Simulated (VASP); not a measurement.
Given:

```
CELL_PARAMETERS angstrom
     -3.91937     3.91937     3.91937
      3.91937    -3.91937     3.91937
      3.91937     3.91937    -3.91937
ATOMIC_POSITIONS crystal
  V  0.00000 0.00000 0.00000
  Tl 0.50000 0.50000 0.00000
  Tl 0.00000 0.50000 0.50000
  Tl 0.50000 0.00000 0.50000
  Se 0.66378 0.66378 0.66378
  Se 0.33622 0.00000 0.00000
  Se 0.00000 0.00000 0.33622
  Se 0.00000 0.33622 0.00000
```

Method: LDA (Ceperley-Alder, Perdew-Zunger), VASP's LDA PAW potentials (set 64) (plane waves; VASP). Settings: 300 eV cut-off, 3×3×3 Γ-centred mesh, Fermi-Dirac smearing of 0.010 eV, potentials V_sv Tl_d Se.

At this cut-off the stress carries a Pulay error, which pulls relaxed volumes low.

Question: Which forces act on the atoms, in eV/Å?

Answer: 
```
atom      Fx      Fy      Fz
----  ------  ------  ------
V1     0.000   0.000   0.000
Tl2    0.000   0.000   0.000
Tl3    0.000   0.000   0.000
Tl4    0.000   0.000   0.000
Se5    0.107   0.107   0.107
Se6    0.107  -0.107  -0.107
Se7   -0.107  -0.107   0.107
Se8   -0.107   0.107  -0.107
```

Question: Give the stress tensor in GPa (positive for a compressed cell).

Answer: 
```
-3.44   0.00   0.00
 0.00  -3.44   0.00
 0.00   0.00  -3.44
```
The pressure is its mean diagonal, -3.44 GPa.

The structure comes from a computed database's Tl3VSe4 entry (I-43m); how it stands against other phases isn't given here. The cell was not relaxed at this level. The run is not spin-polarised, so no magnetic state was tried.
